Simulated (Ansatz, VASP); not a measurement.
# SrGa3 in VASP and in Ansatz

```
Sr Ga
1.0
     4.52848    0.00000    0.00000
     0.00000    4.52848    0.00000
     0.00000    0.00000    4.52848
Sr Ga
1 3
Direct
  0.00000 0.00000 0.00000
  0.00000 0.50000 0.50000
  0.50000 0.50000 0.00000
  0.50000 0.00000 0.50000
```

Alike in both runs: task single point; functional PBE; k mesh 8 × 8 × 8; occupations gaussian, width 0.05 eV; no spin polarisation.

|  | VASP | Ansatz |
| --- | --- | --- |
| version | VASP 6.6.1 | Ansatz 0.2.0 |
| potentials or method | VASP PAW PBE potentials, release 64 (Sr_sv, Ga_d) | scalar-relativistic, plane waves, PAW |
| plane-wave cutoff (eV) | 520 | 420 |
| valence electrons in the cell | 49 | 49 |

Ansatz gave:

| Quantity | Value |
| --- | --- |
| gap on the k mesh at the Fermi level (eV) | none |
| pressure (GPa) | 0.0 |

Task: Estimate VASP's values.

Result: gap on the k mesh at the Fermi level (eV): none; pressure (GPa): 0.1.

A gap of «none» marks a metal or a gap that the smearing closes. With one functional, cell and mesh, what is left measures potentials, basis and numerics.
